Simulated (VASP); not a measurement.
Data:

```yaml
crystal:
  lattice:
    - [3.80819, 0.00000, 0.00000]
    - [-1.90409, 3.29799, 0.00000]
    - [0.00000, 0.00000, 12.45011]
  atoms:
    - { symbol: Zn, position: [0.66667, 0.33333, 0.74993] }
    - { symbol: Zn, position: [0.33333, 0.66667, 0.24993] }
    - { symbol: Zn, position: [0.00000, 0.00000, 0.50000] }
    - { symbol: Zn, position: [0.00000, 0.00000, 0.00000] }
    - { symbol: S, position: [0.66667, 0.33333, 0.93773] }
    - { symbol: S, position: [0.33333, 0.66667, 0.43773] }
    - { symbol: S, position: [0.00000, 0.00000, 0.68734] }
    - { symbol: S, position: [0.00000, 0.00000, 0.18734] }
```

All values below come from PBE GGA, VASP's PBE PAW potentials (set 64) (plane waves; VASP). Settings: 300 eV cut-off, 7×7×2 Γ-centred mesh, Gaussian smearing of 0.010 eV, potentials Zn S.

At this cut-off the stress carries a Pulay error, which pulls relaxed volumes low.

### Question
Give the stress tensor in GPa (positive for a compressed cell).

### Answer

```
2.25  0.00  0.00
0.00  2.25  0.00
0.00  0.00  2.33
```
The pressure is its mean diagonal, 2.28 GPa.

The structure comes from a computed database's ZnS entry; how it stands against other phases isn't given here. The cell was not relaxed at this level.
